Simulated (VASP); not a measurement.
Calculation: PBEsol GGA, VASP's PBE PAW potentials (set 64) (plane waves; VASP).

A VASP calculation is set up with these files.

### POSCAR
```
Zr4C2N2
1
    0.0000000000     2.3124853421     2.3124853421
    2.3124853421     0.0000000000     2.3124853421
    9.2244341806     9.2244341806     0.0255071875
Zr N C
4 2 2
Direct
  0.0001569316   0.0001569316   0.9998823013
  0.0000000000   0.0000000000   0.2500000000
  0.9998430684   0.9998430684   0.5001176987
  0.0000000000   0.0000000000   0.7500000000
  0.4936717284   0.4936717284   0.1297462037
  0.5063282716   0.5063282716   0.3702537963
  0.5053087788   0.5053087788   0.6210184159
  0.4946912212   0.4946912212   0.8789815841
```

### INCAR
```
! general
SYSTEM  = Zr4C2N2
PREC    = Accurate
ENCUT   = 520
LREAL   = F
LASPH   = T
ICHARG  = 11

! electronic loop
EDIFF   = 1E-7
NELM    = 100
ALGO    = Normal
LMAXMIX = 4

! smearing
ISMEAR  = 0
SIGMA   = 0.05

! functional
GGA     = PS

! output
LWAVE   = F
LCHARG  = F
LORBIT  = 11
```

### KPOINTS
```
k-points along high-symmetry lines
12
Line-mode
Reciprocal
  0.000000   0.000000   0.000000 ! GAMMA
  0.000000   0.000000  -0.500000 ! T

  0.000000   0.000000  -0.500000 ! T
 -0.328125   0.328125  -0.500000 ! H_2

 -0.343750   0.328125  -0.187500 ! H_0
  0.000000   0.500000   0.500000 ! L

  0.000000   0.500000   0.500000 ! L
  0.000000   0.000000   0.000000 ! GAMMA

  0.000000   0.000000   0.000000 ! GAMMA
 -0.335937   0.335937   0.000000 ! S_0

 -0.335937   0.328125  -0.343750 ! S_2
 -0.500000   0.000000  -1.000000 ! F

 -0.500000   0.000000  -1.000000 ! F
  0.000000   0.000000   0.000000 ! GAMMA
```

POTCAR, in this order: Zr_sv N C (PBE.64 set). Program: vasp_std. Read from the step before: CHGCAR.

**Question.** What will the output report for the number of irreducible k-points (NKPTS), number of bands (NBANDS), largest plane-wave count, number of space-group operations, FFT grid (NGX, NGY, NGZ)?

**Answer.** 
The number of irreducible k-points (NKPTS) is 84 and the number of bands (NBANDS) is 39. The largest plane-wave count is 2684 and the number of space-group operations comes out as 12. The FFT grid (NGX, NGY, NGZ) is 24 × 24 × 98.

The structure was generated: Zr4C2N2 was put into an ordered model structure (R-3m), which need not be its known phase. It was relaxed first.
